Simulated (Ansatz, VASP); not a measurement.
# One calculation of BeSeO4, two programs

File INCAR:

```
SYSTEM = BeSeO4
PREC = Accurate
ENCUT = 520
EDIFF = 1E-7
ISMEAR = 0
SIGMA = 0.1
LREAL = .False.
LASPH = .True.
NELM = 60
ALGO = Normal
ISIF = 2
LWAVE = .False.
LCHARG = .True.
GGA = PE
LELF = .True.
LVHAR = .True.
NBANDS = 44
```

Contents of KPOINTS:

```
Automatic mesh
0
Gamma
  3 3 2
  0 0 0
```

File POSCAR:

```
BeSeO4
1.0
    5.3186626929     -0.0000000289      0.0000000000
   -2.6593313214      4.6060970206      0.0000000000
    0.0000000000      0.0000000000      8.6802249000
Be Se O
2 2 8
Direct
    0.6666666667      0.3333333333      0.0775050000
    0.3333333333      0.6666666667      0.5775050000
    0.6666666667      0.3333333333      0.4524460000
    0.3333333333      0.6666666667      0.9524460000
    0.6666666667      0.3333333333      0.2642940000
    0.5005690000      0.0011380000      0.0148790000
    0.5005690000      0.4994310000      0.0148790000
    0.9988620000      0.4994310000      0.0148790000
    0.0011380000      0.5005690000      0.5148790000
    0.4994310000      0.5005690000      0.5148790000
    0.4994310000      0.9988620000      0.5148790000
    0.3333333333      0.6666666667      0.7642940000
```

Input for Ansatz:

```yaml
crystal:
  lattice:
    - [5.3186626929, -2.89e-08, 0.0]
    - [-2.6593313214, 4.6060970206, 0.0]
    - [0.0, 0.0, 8.6802249]
  atoms:
    - { symbol: Be, position: [0.6666666667, 0.3333333333, 0.077505] }
    - { symbol: Be, position: [0.3333333333, 0.6666666667, 0.577505] }
    - { symbol: Se, position: [0.6666666667, 0.3333333333, 0.452446] }
    - { symbol: Se, position: [0.3333333333, 0.6666666667, 0.952446] }
    - { symbol: O, position: [0.6666666667, 0.3333333333, 0.264294] }
    - { symbol: O, position: [0.500569, 0.001138, 0.014879] }
    - { symbol: O, position: [0.500569, 0.499431, 0.014879] }
    - { symbol: O, position: [0.998862, 0.499431, 0.014879] }
    - { symbol: O, position: [0.001138, 0.500569, 0.514879] }
    - { symbol: O, position: [0.499431, 0.500569, 0.514879] }
    - { symbol: O, position: [0.499431, 0.998862, 0.514879] }
    - { symbol: O, position: [0.3333333333, 0.6666666667, 0.764294] }
basis:
  ecutwfc: 420
kpoints:
  mp_grid: { grid: [3, 3, 2] }
hamiltonian:
  xc: pbe
scf:
  occupations: { method: gaussian, width: 0.1 }
  lower_state_search: "off"
output:
  forces: true
  stress: true
  eigenvalues: true
```

Alike in both runs: task single point; functional PBE; k mesh 3 × 3 × 2; occupations gaussian, width 0.1 eV; no spin polarisation.

|  | VASP | Ansatz |
| --- | --- | --- |
| version | VASP 6.6.1 | Ansatz 0.2.0 |
| potentials or method | VASP PAW PBE potentials, release 64 (Be, Se, O) | scalar-relativistic, plane waves, PAW |
| plane-wave cutoff (eV) | 520 | 420 |
| valence electrons in the cell | 64 | 84 |

Ansatz gave:

- gap on the k mesh at the Fermi level (eV): 3.49
- least direct gap on the mesh (eV): 3.49
- pressure (GPa): 0.0
- rms of the force components (eV/Å): 0.004

Estimate VASP's values.

gap on the k mesh at the Fermi level (eV): 3.46; least direct gap on the mesh (eV): 3.46; pressure (GPa): 0.8; rms of the force components (eV/Å): 0.126.

Atom by atom the forces differ by 0.127 eV/Å (rms over components). One of these differences is far larger than is usual between the two programs; its cause wasn't traced. The functional is the same, so the differences come from potentials, cutoffs and numerics. The two sets of potentials don't hold the same shells in valence.

Caveats: the k mesh is coarse (spacing up to 0.45 Å⁻¹), so the values aren't converged; an odd mesh through Γ misses points on the zone boundary, where band edges often lie.
